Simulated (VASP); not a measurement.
Runs of VASP 6.6.1 on Ag. The structure is cubic, space group Fm-3m (No. 225). Conventional cell: a = 4.086 Å, b = 4.086 Å, c = 4.086 Å, α = 90.00°, β = 90.00°, γ = 90.00°. Ag (site symmetry m-3m) is surrounded by 12 Ag at 2.89 Å. 

| level | potentials or basis | k mesh | gap on the mesh (eV) | pressure (GPa) |
| --- | --- | --- | --- | --- |
| PBE | VASP PAW PBE potentials, release 64 (Ag) | 28 × 28 × 28 | none | 4.5 |
| PBEsol | VASP PAW PBE potentials, release 64 (Ag) | 20 × 20 × 20 | none | -2.8 |
| PBE | VASP PAW PBE potentials, release 64 (Ag) | 12 × 12 × 12 | none | (a) |
| PBE | VASP PAW PBE potentials, release 64 (Ag) | 20 × 20 × 20 | none | 4.5 |
| LDA | VASP PAW LDA potentials, release 64 (Ag) | 20 × 20 × 20 | none | -7.2 |

Alike in all rows: task optical spectrum; no spin polarisation; cell as given; cutoff (eV) 520; smearing fermi-dirac 0.05 eV.

Fill in the values left out.

(a) 4.7.

Caveats: independent-particle spectra lack excitons; the intraband (Drude) part of a metal's response may be missing; the PAW data sets were made with another functional, which shifts forces and pressure a little (some runs); spectra need much finer meshes, so this one isn't converged (some runs).

A k mesh can miss the band edges, and the runs leave out spin-orbit coupling on Ag.

A gap of «none» marks a metal or a gap under the smearing width.
